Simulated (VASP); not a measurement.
## KMgH3: single point with LDA

The system is KMgH3.

```xyz
5
Lattice="4.0250 0.0000 0.0000 0.0000 4.0250 0.0000 0.0000 0.0000 4.0250" Properties=species:S:1:pos:R:3 pbc="T T T"
K     0.0000    0.0000    0.0000
Mg    2.0125    1.7125    2.0125
H     0.0000    2.0125    2.0125
H     2.0125    0.0000    2.0125
H     2.0125    2.0125    0.0000
```

The cell isn't the ideal one: atom 2 (Mg) moved by (-0.300, +0.000) A along y and z.

* Program: VASP 6.6.1
* Task: single point
* Functional: LDA
* Potentials or basis: VASP PAW LDA potentials, release 64 (K_sv, Mg, H)
* Cutoff: 520 eV
* k mesh: 8 × 8 × 8
* Occupations: gaussian, width 0.05 eV
* Spin: no spin polarisation
* Dipole correction: no
* Further INCAR settings: ALGO = Normal; EDIFF = 1e-06; NBANDS = 15

* Pressure: -1.8 GPa
* Largest force: 1.736 eV/Å
* Band gap on the k mesh: 2.05 eV, indirect (least direct gap 4.24 eV)

Forces in eV/Å, atoms in the order of the input:
```
K    0.000 -0.316  0.000
Mg   0.000  1.736  0.000
H    0.000 -0.167  0.000
H    0.000 -1.086  0.000
H    0.000 -0.167  0.000
```

Stress tensor (GPa, compression positive):
```
-3.17  0.00  0.00
 0.00  0.85  0.00
 0.00  0.00 -3.17
```

Levels at points of the mesh, in eV from the valence-band top:
```
           k point  band 5  band 6  band 7  band 8  band 9  band 10
(0.00, 0.00, 0.00)   -5.69   -0.69   -0.52    5.42    5.42     5.59
(0.50, 0.00, 0.00)   -4.01   -2.92   -0.16    4.93    5.08     5.37
(0.00, 0.50, 0.00)   -3.97   -3.04    0.00    4.99    4.99     5.37
(0.50, 0.50, 0.00)   -3.05   -2.17   -2.02    3.10    6.03     6.31
(0.50, 0.00, 0.50)   -3.17   -2.02   -2.02    3.22    5.55     6.47
(0.50, 0.50, 0.50)   -2.37   -2.19   -2.19    2.05    5.20     5.20
```

Run time: 24 s on 1 thread of Intel(R) Xeon(R) 6975P-C (Granite Rapids) (shared host), peak memory 0.2 GiB.

Caveat: forces of over 1 eV/Å show positions far from the minimum, so gaps and moduli don't describe the material at rest. A k mesh can miss the band edges.
